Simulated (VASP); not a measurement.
Input:

```
CELL_PARAMETERS angstrom
      1.97573     1.14069     6.39618
     -1.97573     1.14069     6.39618
      0.00000    -2.28137     6.39618
ATOMIC_POSITIONS crystal
  Zn 0.36767 0.36767 0.36767
  Si 0.88210 0.88210 0.88210
  As 0.00208 0.00208 0.00208
  As 0.49814 0.49814 0.49814
```

Method: PBEsol GGA, VASP's PBE PAW potentials (set 64) (plane waves; VASP). Numerical set-up: 400 eV cut-off, Gaussian smearing of 0.050 eV, potentials Zn Si As.

**Question.** Give the energies of bands 7 to 16 at the high-symmetry points, in eV from the Fermi level.

**Answer.** 
```
band      Γ      T     H2      L     S0      F
----  -----  -----  -----  -----  -----  -----
7     -7.02  -7.02  -7.04  -7.00  -7.04  -7.00
8     -7.02  -4.85  -6.62  -6.60  -6.60  -6.83
9     -2.37  -4.13  -5.79  -5.21  -5.76  -5.95
10    -2.37  -2.29  -4.87  -4.11  -4.95  -3.79
11    -0.80  -2.29  -3.65  -3.68  -3.57  -3.35
12    -0.58  -0.26  -3.00  -3.59  -3.17  -1.49
13     0.24  -0.18  -2.16  -1.56  -2.18  -1.04
14     0.24  -0.18   1.62   0.38   1.43  -0.32
15     1.96   2.52   1.96   3.16   2.81   0.81
16     1.99   2.52   3.88   3.45   3.41   2.08
```

It has no gap at this level: it comes out as a metal or semimetal.

The structure comes from a computed database's ZnSiAs2 entry (R3m); how it stands against other phases isn't given here. It was relaxed first.
